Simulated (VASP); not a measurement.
# NaSb2Au (P-3m1) in VASP: further runs

Aim: see how the results for NaSb2Au move with the level of theory and the settings. Levels: PBE, HSE(alpha, omega). Tasks: relaxation of cell and atoms, single point.

All numbers are computed with VASP 6.6.1; they aren't measurements. Logs are shortened: lines on timing, memory, paths and dates and some standing lists are left out, and cuts for length are marked.

**1. The structure**

The structure is trigonal, space group P-3m1 (No. 164). Conventional cell: a = 4.357 Å, b = 4.357 Å, c = 6.818 Å, α = 90.00°, β = 90.00°, γ = 120.00°. Na (site symmetry -3m) is surrounded by 6 Sb at 3.31 Å and 2 Au at 3.41 Å. Around Sb (site symmetry 3m) lie 3 Au at 2.81 Å. Around Au (site symmetry -3m) lie 6 Sb at 2.81 Å.

The cell was built by a generator and needn't be a form met in nature.

**2. Relaxation of cell and atoms, PBE**

The input, INCAR:

```
SYSTEM = NaSb2Au
ALGO = Fast
EDIFF = 1E-7
EDIFFG = -0.01
ENCUT = 600
GGA = PE
IBRION = 2
ISIF = 3
ISMEAR = -1
LASPH = .TRUE.
LCHARG = .FALSE.
LREAL = .FALSE.
LWAVE = .FALSE.
NELM = 60
NSW = 60
PREC = Accurate
SIGMA = 0.05
```

The input, KPOINTS:

```
k-points
0
G
  5 5 3
  0 0 0
```

The input, POSCAR:

```
NaSb2Au
1.0
    4.3573000000      0.0000000000      0.0000000000
   -2.1786500000      3.7735400000      0.0000000000
    0.0000000000      0.0000000000      6.8184700000
Na Sb Au
1 2 1
Direct
    0.0000000000      0.0000000000      0.5000000000
    0.6666700000      0.3333300000      0.8163200000
    0.3333300000      0.6666700000      0.1836800000
    0.0000000000      0.0000000000      0.0000000000
```

Potentials or basis: VASP PAW PBE potentials, release 54 (Na_pv, Sb, Au).

Command:

```console
$ cat potpaw_PBE.54/Na_pv/POTCAR potpaw_PBE.54/Sb/POTCAR potpaw_PBE.54/Au/POTCAR > POTCAR
$ mpirun -np 1 vasp_std > vasp.out
```

OUTCAR:

```text
SYSTEM = NaSb2Au
   EDIFF = 1E-7
   EDIFFG = -0.01
   ENCUT = 600
   GGA = PE
   IBRION = 2
   ISIF = 3
   ISMEAR = -1
   LASPH = .TRUE.
   LREAL = .FALSE.
   NELM = 60
   NSW = 60
   PREC = Accurate

 ion  position               nearest neighbor table
   1  0.000  0.000  0.500-
   2  0.667  0.333  0.816-   4 2.81   4 2.81   4 2.81   3 3.55   3 3.55   3 3.55
   3  0.333  0.667  0.184-   4 2.81   4 2.81   4 2.81   2 3.55   2 3.55   2 3.55
   4  0.000  0.000  0.000-   2 2.81   3 2.81   2 2.81   3 2.81   2 2.81   3 2.81

  LATTYP: Found a hexagonal cell.
 ALAT       =     4.3573000000
 C/A-ratio  =     1.5648383173

  Lattice vectors:

 A1 = (   4.3573000000,   0.0000000000,   0.0000000000)
 A2 = (  -2.1786500000,   3.7735400000,   0.0000000000)
 A3 = (   0.0000000000,   0.0000000000,   6.8184700000)

Analysis of symmetry for initial positions (statically):
=====================================================================
 Subroutine PRICEL returns:
 Original cell was already a primitive cell.

 Routine SETGRP: Setting up the symmetry group for a
 hexagonal supercell.

 Subroutine GETGRP returns: Found  4 space group operations
 (whereof  4 operations were pure point group operations)
 out of a pool of 24 trial point group operations.

The static configuration has the point symmetry C_2h.

Analysis of symmetry for dynamics (positions and initial velocities):
=====================================================================
 Subroutine PRICEL returns:
 Original cell was already a primitive cell.

 Routine SETGRP: Setting up the symmetry group for a
 hexagonal supercell.

 Subroutine GETGRP returns: Found  4 space group operations
 (whereof  4 operations were pure point group operations)
 out of a pool of 24 trial point group operations.

The dynamic configuration has the point symmetry C_2h.

 Subroutine INISYM returns: Found  4 space group operations
 (whereof  4 operations are pure point group operations),
 and found     1 'primitive' translations

----------------------------------------------------------------------------------------

                                     Primitive cell

  volume of cell :     112.1123

  direct lattice vectors                    reciprocal lattice vectors
     4.357300000  0.000000000  0.000000000     0.229499920  0.132501577  0.000000000
    -2.178650000  3.773540000  0.000000000     0.000000000  0.265003154  0.000000000
     0.000000000  0.000000000  6.818470000     0.000000000  0.000000000  0.146660468

  length of vectors
     4.357300000  4.357306502  6.818470000     0.265003549  0.265003154  0.146660468

  position of ions in fractional coordinates (direct lattice)
     0.000000000  0.000000000  0.500000000
     0.666670000  0.333330000  0.816320000
     0.333330000  0.666670000  0.183680000
     0.000000000  0.000000000  0.000000000

  ion indices of the primitive-cell ions
   primitive index   ion index
                 1           1
                 2           2
                 3           3
                 4           4

----------------------------------------------------------------------------------------

 KPOINTS: k-points

Automatic generation of k-mesh.
 Grid dimensions read from file:
 generate k-points for:    5    5    3

 Generating k-lattice:

  Cartesian coordinates                     Fractional coordinates (reciprocal lattice)
     0.045899984  0.026500315  0.000000000     0.200000000  0.000000000  0.000000000
     0.000000000  0.053000631  0.000000000     0.000000000  0.200000000  0.000000000
     0.000000000  0.000000000  0.048886823     0.000000000  0.000000000  0.333333333

  Length of vectors
     0.053000710  0.053000631  0.048886823

  Shift w.r.t. Gamma in fractional coordinates (k-lattice)
     0.000000000  0.000000000  0.000000000

 Subroutine IBZKPT returns following result:
 ===========================================

 Found     24 irreducible k-points:

 Following reciprocal coordinates:
            Coordinates               Weight
  0.000000  0.000000  0.000000      1.000000
[... 40 lines left out ...]
 maximum number of plane-waves:      3757
   NGX = 17   NGY = 17   NGZ = 27

--------------------------------------- Ionic step        1  -------------------------------------------

 number of electron      27.9999992 magnetization

 Free energy of the ion-electron system (eV)
  ---------------------------------------------------
  ext. energy  EPLUGINS =         0.00000000
  ---------------------------------------------------
  free energy    TOTEN  =       -13.42483716 eV

  energy without entropy =      -13.40646277  energy(sigma->0) =      -13.41564996

------------------------ aborting loop because EDIFF is reached ----------------------------------------

  FORCE on cell =-STRESS in cart. coord.  units (eV):
  Direction    XX          YY          ZZ          XY          YZ          ZX
  --------------------------------------------------------------------------------------
  -------------------------------------------------------------------------------------
  Total        0.1639907      0.1636443     -0.3040715     -0.0003005     -0.0000347      0.0000601
  in kB        2.3435618      2.3386123     -4.3454312     -0.0042945     -0.0004956      0.0008596
  external PRESSURE =       0.1122476 kB  Pullay stress =       0.0000000 kB

 VOLUME and BASIS-vectors are now :
 -----------------------------------------------------------------------------
  energy-cutoff  :      600.00
  volume of cell :      112.11
      direct lattice vectors                 reciprocal lattice vectors
     4.357300000  0.000000000  0.000000000     0.229499920  0.132501577  0.000000000
    -2.178650000  3.773540000  0.000000000     0.000000000  0.265003154  0.000000000
     0.000000000  0.000000000  6.818470000     0.000000000  0.000000000  0.146660468
[... 267 lines left out ...]
 POSITION                                       TOTAL-FORCE (eV/Angst)
 -----------------------------------------------------------------------------------
      2.20276      3.81534      3.31618         0.000000     -0.000000     -0.000000
      2.20281      1.27176      5.41891        -0.000020      0.000012     -0.030721
     -0.00005      2.54358      1.21344         0.000020     -0.000012      0.030721
      2.20275      3.81534      6.63235         0.000000     -0.000000     -0.000000
 -----------------------------------------------------------------------------------
    total drift:                               -0.000000      0.000000      0.000000

  FREE ENERGIE OF THE ION-ELECTRON SYSTEM (eV)
  ---------------------------------------------------
  free  energy   TOTEN  =       -13.4317359048 eV

  energy  without entropy=      -13.4190172266  energy(sigma->0) =      -13.42537657

--------------------------------------- Ionic step        9  -------------------------------------------

 number of electron      28.0000005 magnetization

 Free energy of the ion-electron system (eV)
  ---------------------------------------------------
  ext. energy  EPLUGINS =         0.00000000
  ---------------------------------------------------
  free energy    TOTEN  =       -13.43194749 eV

  energy without entropy =      -13.41954645  energy(sigma->0) =      -13.42574697

 E-fermi :   5.5225     XC(G=0):  -9.1401

 val. band max:        5.4514824787   @ k =   0.0000   0.0000   0.0000
 cond. band min:       5.5876279935   @ k =  -0.2000   0.4000   0.0000
 fundamental gap:      0.1361455148
 Fermi energy:         5.5224736800

 k-point     1 :       0.0000    0.0000    0.0000
  band No.  band energies     occupation
      1     -19.0779      2.00000
      2     -19.0779      2.00000
      3     -19.0565      2.00000
      4      -6.0633      2.00000
      5      -3.1824      2.00000
      6      -0.5810      2.00000
[... 10 lines left out ...]
     17       7.4585      0.00000
     18       8.9130      0.00000
[... 503 lines left out ...]
 POSITION                                       TOTAL-FORCE (eV/Angst)
 -----------------------------------------------------------------------------------
     -0.00005      0.00003      3.30256        -0.000000      0.000000      0.000000
      2.20368      1.27236      5.38989        -0.000372      0.000215     -0.007345
     -0.00004      2.54469      1.21523         0.000372     -0.000215      0.007345
      0.00000      0.00000      0.00000        -0.000000     -0.000000      0.000000
 -----------------------------------------------------------------------------------
    total drift:                               -0.000000      0.000000      0.000000

  FREE ENERGIE OF THE ION-ELECTRON SYSTEM (eV)
  ---------------------------------------------------
  free  energy   TOTEN  =       -13.4319474868 eV

  energy  without entropy=      -13.4195464494  energy(sigma->0) =      -13.42574697

 reached required accuracy - stopping structural energy minimisation
```

Wall time 4 min (1 thread of AMD EPYC 9R45 (Zen 5), shared host); peak memory 0.28 GiB.

Results:

* Free energy: -13.4319 eV
* Relaxed volume: 27.78 Å³/atom
* Relaxed cell: a = 4.407 Å, b = 4.407 Å, c = 6.605 Å, α = 90.00°, β = 90.00°, γ = 120.00°
* Space group after relaxing (to 0.05 Å): P-3m1 (No. 164)
* Energy gained by relaxing: 1.8 meV/atom
* Ionic steps: 9
* Pressure after relaxing: 0.0 GPa
* Largest force after relaxing: 0.007 eV/Å
* Band gap on the k mesh: none (metal or under the smearing width)

Forces in eV/Å, atoms in the order of the input:
```
Na   0.000  0.000  0.000
Sb   0.000  0.000 -0.007
Sb   0.000  0.000  0.007
Au   0.000  0.000  0.000
```

Step by step:
```tsv
step	energy change (eV)	largest force (eV/Å)	pressure (GPa)	volume (Å³)
1	0.0000	0.0245	0.01	112.11
2	-0.0017	0.0228	-0.04	112.14
3	-0.0053	0.0127	-0.18	112.22
4	-0.0032	0.0300	-0.42	112.31
5	-0.0061	0.0028	-0.27	112.26
6	-0.0062	0.0816	0.28	111.04
7	-0.0067	0.0401	0.01	111.63
8	-0.0069	0.0307	0.01	111.48
9	-0.0071	0.0074	0.01	111.12
```

Final structure:
```
CELL_PARAMETERS angstrom
4.40739 0.00005 -0.00007
-2.20365 3.81694 0.00007
-0.00010 0.00006 6.60513
ATOMIC_POSITIONS crystal
Na 0.00000 0.00000 0.50000
Sb 0.66667 0.33333 0.81602
Sb 0.33333 0.66667 0.18398
Au 0.00000 0.00000 0.00000
```

The run has no spin-orbit coupling, so splittings on Au, Sb are missing.

**3. Relaxation of cell and atoms, PBE**

INCAR is that of step 2.

KPOINTS is that of step 2.

POSCAR is that of step 2.

Potentials or basis: VASP PAW PBE potentials, release 54 (Na, Sb, Au).

Command:

```console
$ cat potpaw_PBE.54/Na/POTCAR potpaw_PBE.54/Sb/POTCAR potpaw_PBE.54/Au/POTCAR > POTCAR
$ mpirun -np 1 vasp_std > vasp.out
```

It took 3.9 min on 1 thread of AMD EPYC 9R45 (Zen 5), shared host; peak memory 0.27 GiB.

Results (log left out):

```yaml
Free_energy: -13.4510 eV
Relaxed_volume: 27.56 Å³/atom
Relaxed_cell: a = 4.407 Å, b = 4.407 Å, c = 6.554 Å, α = 90.00°, β = 90.00°, γ = 120.00°
Space_group_after_relaxing_to_0.05_Å: P-3m1 (No. 164)
Energy_gained_by_relaxing: 2.5 meV/atom
Ionic_steps: 11
Pressure_after_relaxing: 0.0 GPa
Largest_force_after_relaxing: 0.007 eV/Å
Band_gap_on_the_k_mesh: none (metal or under the smearing width)
```

Forces in eV/Å, atoms in the order of the input:
```
Na   0.000  0.000  0.000
Sb  -0.001  0.000  0.007
Sb   0.001  0.000 -0.007
Au   0.000  0.000  0.000
```

Step by step:
```csv
step,energy change (eV),largest force (eV/Å),pressure (GPa),volume (Å³)
1,0.0000,0.0086,-0.10,112.11
2,-0.0023,0.0064,-0.02,111.84
3,-0.0071,0.0564,0.21,111.00
4,-0.0039,0.1870,0.73,109.26
5,-0.0082,0.0930,0.36,110.46
6,-0.0095,0.0540,0.06,110.84
7,-0.0097,0.0363,-0.07,111.01
8,-0.0097,0.0376,-0.06,110.99
9,-0.0098,0.0332,-0.05,110.91
10,-0.0101,0.0196,-0.03,110.69
11,-0.0102,0.0074,0.01,110.24
```

Final structure:
```
Na Sb Au
1.0
     4.40712    0.00008   -0.00005
    -2.20349    3.81672    0.00005
    -0.00008    0.00004    6.55354
Na Sb Au
1 2 1
Direct
  0.00000 0.00000 0.50000
  0.66668 0.33332 0.81414
  0.33332 0.66668 0.18586
  0.00000 0.00000 0.00000
```

Levels at points of the mesh, in eV from the Fermi level:
```tsv
k point	band 8	band 9	band 10	band 11	band 12	band 13	band 14	band 15
(0.00, 0.00, 0.00)	-3.20	-0.07	-0.07	0.55	1.08	1.08	1.97	3.37
```

The run has no spin-orbit coupling, so splittings on Au, Sb are missing.

**4. Single point, HSE(alpha, omega)**

POSCAR is that of step 3.

The input, INCAR.step1:

```
PREC     = Accurate       # precision mode
ENCUT    = 520            # plane-wave cutoff, eV
EDIFF    = 1E-5           # SCF threshold, eV
ISMEAR   = -1             # smearing method
SIGMA    = 0.05           # smearing width, eV
LREAL    = False          # projectors in reciprocal space
LASPH    = True           # aspherical terms in the spheres
NELM     = 80             # most SCF steps
ALGO     = Normal         # electronic algorithm
ISIF     = 2              # what is computed and relaxed
LWAVE    = True           # write WAVECAR
LCHARG   = False          # write CHGCAR
NBANDS   = 22             # bands
GGA      = PE             # functional
```

The input, INCAR.step2:

```
PREC     = Accurate       # precision mode
ENCUT    = 520            # plane-wave cutoff, eV
EDIFF    = 1E-6           # SCF threshold, eV
ISMEAR   = -1             # smearing method
SIGMA    = 0.05           # smearing width, eV
LREAL    = False          # projectors in reciprocal space
LASPH    = True           # aspherical terms in the spheres
NELM     = 80             # most SCF steps
ALGO     = Normal         # electronic algorithm
ISIF     = 2              # what is computed and relaxed
LWAVE    = False          # write WAVECAR
LCHARG   = False          # write CHGCAR
GGA      = PE             # functional
LHFCALC  = True           # exact exchange
HFSCREEN = 0.2            # screening, 1/A
AEXX     = 0.05           # exact-exchange fraction
PRECFOCK = Fast         
NBANDS   = 22             # bands
ISTART   = 1
```

The input, KPOINTS:

```
regular mesh
0
Gamma
  4 4 2
```

Potentials or basis: VASP PAW PBE potentials, release 64 (Na_pv, Sb, Au).

Command:

```console
$ cat potpaw_PBE.64/Na_pv/POTCAR potpaw_PBE.64/Sb/POTCAR potpaw_PBE.64/Au/POTCAR > POTCAR
$ cp INCAR.step1 INCAR
$ mpirun -np 1 vasp_std > vasp.out
$ cp INCAR.step2 INCAR
$ mpirun -np 1 vasp_std > vasp.out
```

It took 6.1 min on 1 thread of Intel Xeon 6975P-C (Granite Rapids), shared host; peak memory 0.37 GiB.

Results (log left out):

```
Free energy            : -13.7907 eV
Pressure               : -0.2 GPa
Largest force          : 0.015 eV/Å
Band gap on the k mesh : none (metal or under the smearing width)
```

Forces in eV/Å, atoms in the order of the input:
```
Na   0.000  0.000  0.000
Sb   0.000  0.000  0.015
Sb   0.000  0.000 -0.015
Au   0.000  0.000  0.000
```

Stress tensor (GPa, compression positive):
```
-0.57  0.00  0.00
 0.00 -0.57  0.00
 0.00  0.00  0.54
```

Levels at points of the mesh, in eV from the Fermi level:
```tsv
k point	band 12	band 13	band 14	band 15	band 16	band 17
(0.00, 0.00, 0.00)	0.22	0.22	0.75	1.48	1.48	2.36
(0.50, 0.00, 0.00)	-3.29	-2.21	-1.59	0.44	1.96	1.96
(0.50, 0.50, 0.00)	-3.29	-2.21	-1.59	0.44	1.96	1.96
(0.00, 0.00, 0.50)	-1.23	0.15	0.15	1.63	1.63	3.26
(0.50, 0.00, 0.50)	-3.73	-2.13	-0.60	0.64	1.52	2.65
(0.50, 0.50, 0.50)	-3.73	-2.13	-0.61	0.64	1.52	2.65
```

Caveat: the k mesh is coarse (spacing up to 0.46 Å⁻¹), so the values aren't converged, least of all with exact exchange; the PAW data sets were made with another functional, which shifts forces and pressure a little. Spin-orbit coupling is left out, which matters for the levels of Au, Sb.

**5. Single point, HSE(alpha, omega)**

POSCAR is that of step 4.

INCAR.step1 is that of step 4.

Edit INCAR.step2 of step 4 so:

```diff
@@ -15,3 +15,3 @@
 HFSCREEN = 0.2            # screening, 1/A
-AEXX     = 0.05           # exact-exchange fraction
+AEXX     = 0.1            # exact-exchange fraction
 PRECFOCK = Fast
```

KPOINTS is that of step 4.

Command:

```console
$ cat potpaw_PBE.64/Na_pv/POTCAR potpaw_PBE.64/Sb/POTCAR potpaw_PBE.64/Au/POTCAR > POTCAR
$ cp INCAR.step1 INCAR
$ mpirun -np 1 vasp_std > vasp.out
$ cp INCAR.step2 INCAR
$ mpirun -np 1 vasp_std > vasp.out
```

Run time: 7.2 min. Hardware: 1 thread of Intel Xeon 6975P-C (Granite Rapids), shared host; peak memory 0.37 GiB.

Results (log left out):

```
Free energy            : -14.1720 eV
Pressure               : -0.6 GPa
Largest force          : 0.074 eV/Å
Band gap on the k mesh : none (metal or under the smearing width)
```

Forces on the atoms (eV/Å):
```
Na   0.000  0.000  0.000
Sb   0.000  0.000  0.074
Sb   0.000  0.000 -0.074
Au   0.000  0.000  0.000
```

Stress tensor (GPa, compression positive):
```
-1.09  0.00  0.00
 0.00 -1.09  0.00
 0.00  0.00  0.28
```

Levels at points of the mesh, in eV from the Fermi level:
```csv
k point,band 10,band 11,band 12,band 13,band 14,band 15,band 16,band 17,band 18,band 19
"(0.00, 0.00, 0.00)",-5.29,-3.27,0.22,0.22,0.79,1.50,1.50,2.47,3.73,5.40
"(0.50, 0.00, 0.00)",-5.17,-3.80,-3.39,-2.29,-1.64,0.47,2.00,2.03,4.00,5.39
"(0.50, 0.50, 0.00)",-5.17,-3.80,-3.39,-2.29,-1.64,0.47,2.00,2.03,4.00,5.39
"(0.00, 0.00, 0.50)",-5.29,-2.12,-1.26,0.15,0.15,1.66,1.66,3.34,3.48,4.99
"(0.50, 0.00, 0.50)",-5.17,-4.02,-3.83,-2.21,-0.63,0.67,1.56,2.74,3.94,4.33
"(0.50, 0.50, 0.50)",-5.17,-4.02,-3.83,-2.21,-0.63,0.67,1.56,2.74,3.94,4.33
```

Caveat: the k mesh is coarse (spacing up to 0.46 Å⁻¹), so the values aren't converged, least of all with exact exchange; the PAW data sets were made with another functional, which shifts forces and pressure a little. Spin-orbit coupling is left out, which matters for the levels of Au, Sb.

**6. Overview**

```tsv
task	level	potentials or basis	cell	k mesh	cutoff (eV)	share of exact exchange	grid for exact exchange (PRECFOCK)	mesh quality	gap on the mesh (eV)	pressure (GPa)	relaxed volume (Å³/atom)	largest force (eV/Å)
relaxation of cell and atoms	PBE	VASP PAW PBE potentials, release 54 (Na_pv, Sb, Au)	relaxed	5 × 5 × 3	600	-	-	not flagged	none	0.0	27.78	0.01
relaxation of cell and atoms	PBE	VASP PAW PBE potentials, release 54 (Na, Sb, Au)	relaxed	5 × 5 × 3	600	-	-	not flagged	none	0.0	27.56	0.01
single point	HSE(alpha, omega)	VASP PAW PBE potentials, release 64 (Na_pv, Sb, Au)	as given	4 × 4 × 2	520	0.05	Fast	coarse	none	-0.2	-	0.01
single point	HSE(alpha, omega)	VASP PAW PBE potentials, release 64 (Na_pv, Sb, Au)	as given	4 × 4 × 2	520	0.1	Fast	coarse	none	-0.6	-	0.07
```

Alike in all rows: no spin polarisation; smearing fermi-dirac 0.05 eV.

Caveats: some runs use coarse meshes; the PAW data sets were made with another functional, which shifts forces and pressure a little (some runs).

Total energies depend on the potentials used, so only differences within one code and one set of settings carry meaning.
